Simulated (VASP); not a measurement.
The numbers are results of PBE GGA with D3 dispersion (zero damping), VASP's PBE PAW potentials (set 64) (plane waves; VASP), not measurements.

The input files of a VASP run:

POSCAR:
```
ZnO
1.0
  1.6683454046  -2.8896594609   0.0000000000
  1.6683454046   2.8896594609   0.0000000000
  0.0000000000   0.0000000000   5.3848246805
Zn O
2 2
Cartesian
  1.6683454046  -0.9632217467   2.6989445968
  1.6683454046   0.9632217467   0.0065322565
  1.6683454046  -0.9632217467   4.7428831117
  1.6683454046   0.9632217467   2.0504707714
```

**KPOINTS**
```
Automatic mesh
0
Gamma
8 8 4
0 0 0
```

### INCAR
```
SYSTEM = ZnO
PREC = Accurate
ENCUT = 520
EDIFF = 1E-7
NELM = 100
ALGO = Normal
LREAL = .FALSE.
LASPH = .TRUE.
ISMEAR = 0
SIGMA = 0.05
GGA = PE
IVDW = 11
LMAXMIX = 4
LWAVE = .FALSE.
LCHARG = .FALSE.
ISIF = 4
IBRION = 2
NSW = 30
EDIFFG = -0.01
```

POTCAR, in this order: Zn O (PBE.64 set). Program: vasp_std.

What VASP printed:

OUTCAR:
```
 ion  position               nearest neighbor table
   1  0.667  0.333  0.501-   4 2.03   4 2.03   4 2.03   3 2.04
   2  0.333  0.667  0.001-   3 2.03   3 2.03   3 2.03   4 2.04
   3  0.667  0.333  0.881-   2 2.03   2 2.03   2 2.03   1 2.04
   4  0.333  0.667  0.381-   1 2.03   1 2.03   1 2.03   2 2.04
  LATTYP: Found a hexagonal cell.
 ALAT       =     3.3366912037
 C/A-ratio  =     1.6138217029
 Subroutine PRICEL returns:
 Original cell was already a primitive cell.
 Subroutine GETGRP returns: Found 12 space group operations
The static configuration has the point symmetry C_3v.
 The point group associated with its full space group is C_6v.
The dynamic configuration has the point symmetry C_3v.
 Subroutine INISYM returns: Found 12 space group operations
 Subroutine IBZKPT returns following result:
 Found     30 irreducible k-points:

 Following reciprocal coordinates:
            Coordinates               Weight
  0.000000  0.000000  0.000000      1.000000
  0.125000  0.000000  0.000000      6.000000
  0.250000  0.000000  0.000000      6.000000
  0.375000  0.000000  0.000000      6.000000
  0.500000  0.000000  0.000000      3.000000
  0.125000  0.125000  0.000000      6.000000
  0.250000  0.125000  0.000000     12.000000
  0.375000  0.125000  0.000000     12.000000
  0.250000  0.250000  0.000000      6.000000
  0.375000  0.250000  0.000000      6.000000
  0.000000  0.000000  0.250000      2.000000
  0.125000  0.000000  0.250000     12.000000
  0.250000  0.000000  0.250000     12.000000
  0.375000  0.000000  0.250000     12.000000
  0.500000  0.000000  0.250000      6.000000
  0.125000  0.125000  0.250000     12.000000
  0.250000  0.125000  0.250000     24.000000
  0.375000  0.125000  0.250000     24.000000
  0.250000  0.250000  0.250000     12.000000
  0.375000  0.250000  0.250000     12.000000
...
```

File OSZICAR:
```
       N       E                     dE             d eps       ncg     rms          rms(c)
DAV:   1     0.289044345883E+03    0.28904E+03   -0.18838E+04  1320   0.231E+03
DAV:   2     0.101829293578E+02   -0.27886E+03   -0.26850E+03  1446   0.438E+02
DAV:   3    -0.204913729218E+02   -0.30674E+02   -0.30460E+02  1536   0.153E+02
DAV:   4    -0.210837103711E+02   -0.59234E+00   -0.59162E+00  1476   0.230E+01
DAV:   5    -0.210884248824E+02   -0.47145E-02   -0.47143E-02  1506   0.194E+00    0.135E+01
DAV:   6    -0.177164163229E+02    0.33720E+01   -0.12636E+01  2348   0.760E+01    0.805E+00
DAV:   7    -0.178618975797E+02   -0.14548E+00   -0.26293E+00  1504   0.198E+01    0.487E+00
DAV:   8    -0.178858804001E+02   -0.23983E-01   -0.87646E-01  1784   0.892E+00    0.181E+00
DAV:   9    -0.178211589806E+02    0.64721E-01   -0.19484E-01  1996   0.820E+00    0.350E-01
DAV:  10    -0.178246714140E+02   -0.35124E-02   -0.55099E-02  1326   0.180E+00    0.135E-01
DAV:  11    -0.178247289662E+02   -0.57552E-04   -0.82977E-04  1674   0.452E-01    0.619E-02
DAV:  12    -0.178247277422E+02    0.12240E-05   -0.26821E-04  1892   0.420E-01    0.205E-02
DAV:  13    -0.178247469716E+02   -0.19229E-04   -0.58369E-05  1776   0.138E-01    0.262E-02
DAV:  14    -0.178247379687E+02    0.90029E-05   -0.27839E-05  1704   0.525E-02    0.605E-03
DAV:  15    -0.178247375762E+02    0.39246E-06   -0.47778E-06  1390   0.182E-02    0.129E-03
DAV:  16    -0.178247374903E+02    0.85925E-07   -0.13999E-07  1026   0.445E-03
   1 F= -.18612065E+02 E0= -.18612065E+02  d E =-.186121E+02
```

**OUTCAR**
```
------------------------ aborting loop because EDIFF is reached ----------------------------------------
 Edisp (eV)   -0.78733
  FORCE on cell =-STRESS in cart. coord.  units (eV):
  Direction    XX          YY          ZZ          XY          YZ          ZX
  --------------------------------------------------------------------------------------
  Total      -2.14797    -2.14797    -2.16593     0.00000    -0.00000     0.00000
  in kB     -66.28343   -66.28345   -66.83759     0.00000    -0.00000     0.00000
  external pressure =      -66.47 kB  Pullay stress =        0.00 kB
  volume of cell :       51.92
      direct lattice vectors                 reciprocal lattice vectors
     1.668345405 -2.889659461  0.000000000     0.299698131 -0.173030769  0.000000000
     1.668345405  2.889659461  0.000000000     0.299698131  0.173030769  0.000000000
     0.000000000  0.000000000  5.384824681     0.000000000  0.000000000  0.185707067
  FREE ENERGIE OF THE ION-ELECTRON SYSTEM (eV)
  ---------------------------------------------------
  free  energy   TOTEN  =       -18.6120647623 eV

  energy  without entropy=      -18.6120647623  energy(sigma->0) =      -18.61206476

 reached required accuracy - stopping structural energy minimisation
```
(Selected blocks of OUTCAR.)

### OUTCAR
```
 val. band max:        0.4625951195   @ k =   0.0000   0.0000   0.0000

 cond. band min:       1.1122507484   @ k =   0.0000   0.0000   0.0000


 Fermi energy:         0.7189352233

 k-point     1 :       0.0000    0.0000    0.0000
  band No.  band energies     occupation
      1     -16.9748      2.00000
      2     -16.3795      2.00000
      3      -4.8677      2.00000
      4      -4.8677      2.00000
      5      -4.8281      2.00000
      6      -4.7035      2.00000
      7      -4.7035      2.00000
      8      -4.5539      2.00000
      9      -3.9262      2.00000
     10      -3.9262      2.00000
     11      -3.7549      2.00000
     12      -3.7549      2.00000
     13      -3.4904      2.00000
     14      -0.2310      2.00000
     15      -0.2310      2.00000
     16       0.3974      2.00000
     17       0.4626      2.00000
     18       0.4626      2.00000
     19       1.1123      0.00000
     20       5.3540      0.00000
     21       8.3600      0.00000
     22      12.9186      0.00000

 k-point     2 :       0.1250    0.0000    0.0000
  band No.  band energies     occupation
      1     -16.9038      2.00000
      2     -16.3482      2.00000
      3      -4.9324      2.00000
      4      -4.8255      2.00000
      5      -4.7864      2.00000
      6      -4.7017      2.00000
      7      -4.6427      2.00000
      8      -4.4642      2.00000
      9      -3.9539      2.00000
     10      -3.9287      2.00000
     11      -3.7491      2.00000
     12      -3.6711      2.00000
     13      -3.5029      2.00000
     14      -0.7566      2.00000
     15      -0.4135      2.00000
     16      -0.3483      2.00000
     17       0.3057      2.00000
     18       0.3644      2.00000
     19       2.1226      0.00000
     20       5.9330      0.00000
     21       8.3760      0.00000
     22      11.5954      0.00000

 k-point     3 :       0.2500    0.0000    0.0000
  band No.  band energies     occupation
      1     -16.7217      2.00000
...
```

The compound is ZnO in the wurtzite structure. This cell is one point of a volume scan, at 1.06 of the reference volume.
